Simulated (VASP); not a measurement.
```xyz
4
Lattice="3.7515 0.0000 0.0000 0.0000 3.8086 0.0000 0.0000 0.0000 4.7288" Properties=species:S:1:pos:R:3 pbc="T T T"
Sn     1.8758     0.0000     3.5750
Sn     0.0000     1.9043     1.1538
O      1.8758     1.9043     0.0000
O      0.0000     0.0000     0.0000
```

Method: PBEsol GGA, VASP's PBE PAW potentials (set 64) (plane waves; VASP 6.6.1). Settings: 600 eV cut-off, 6×6×4 Γ-centred mesh, Gaussian smearing of 0.050 eV, potentials Sn_d O.

Without a dispersion term in the relaxation, distances and binding between the weakly bound layers, chains or molecules are unreliable, and so is what depends on them.

Question: Which forces act on the atoms, in eV/Å?

Answer: 
```
atom     Fx     Fy      Fz
----  -----  -----  ------
Sn1   0.000  0.000  -0.255
Sn2   0.000  0.000   0.255
O3    0.000  0.000  -0.109
O4    0.000  0.000   0.109
```

Question: Give the stress tensor in GPa (positive for a compressed cell).

Answer: 
```
2.13  0.00  0.00
0.00  1.09  0.00
0.00  0.00  1.19
```
The pressure is its mean diagonal, 1.47 GPa.

The compound is SnO in the litharge structure. This cell was strained or had an atom moved on purpose. The k-mesh is coarse (spacing up to 0.33 per Å, 2π included), so the numbers may not be converged in it.
